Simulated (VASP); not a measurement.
```yaml
crystal:
  lattice:
    - [1.39775, -2.42097, 0.00000]
    - [1.39775, 2.42097, 0.00000]
    - [0.00000, 0.00000, 4.38960]
  atoms:
    - { symbol: Ru, position: [0.33333, 0.66667, 0.25000] }
    - { symbol: Ru, position: [0.66667, 0.33333, 0.75000] }
```

All values below come from vdW-DF2, VASP's PBE PAW potentials (set 64) (plane waves; VASP). Run with 520 eV cut-off, Gaussian smearing of 0.050 eV, potentials Ru_pv.

Question: Give the energies of bands 7 to 17 at the high-symmetry points, in eV from the Fermi level.

Answer: 
```tsv
band	Γ	M	K	A	L	H
7	-7.23	-5.33	-4.83	-5.39	-5.26	-4.08
8	-5.43	-4.75	-3.79	-5.39	-5.26	-4.08
9	-2.26	-4.71	-3.79	-2.43	-3.89	-3.52
10	-2.26	-2.67	-3.25	-2.43	-3.89	-3.52
11	-2.04	-1.76	-2.46	-2.43	-0.95	-2.33
12	-1.67	-1.49	-2.46	-2.43	-0.95	-2.33
13	-1.67	-1.29	-0.91	-2.29	0.48	-1.03
14	-1.29	1.14	0.86	-2.29	0.48	-1.03
15	-1.29	1.50	0.86	0.43	1.36	1.02
16	0.99	1.62	1.26	0.43	1.36	1.02
17	0.99	3.67	6.59	0.43	3.23	7.81
```

It has no gap at this level: it comes out as a metal or semimetal.

The compound is Ru in the hcp structure. It was relaxed first, which changed the volume by +9 %. VASP warned that the highest band is occupied, so more bands are needed.
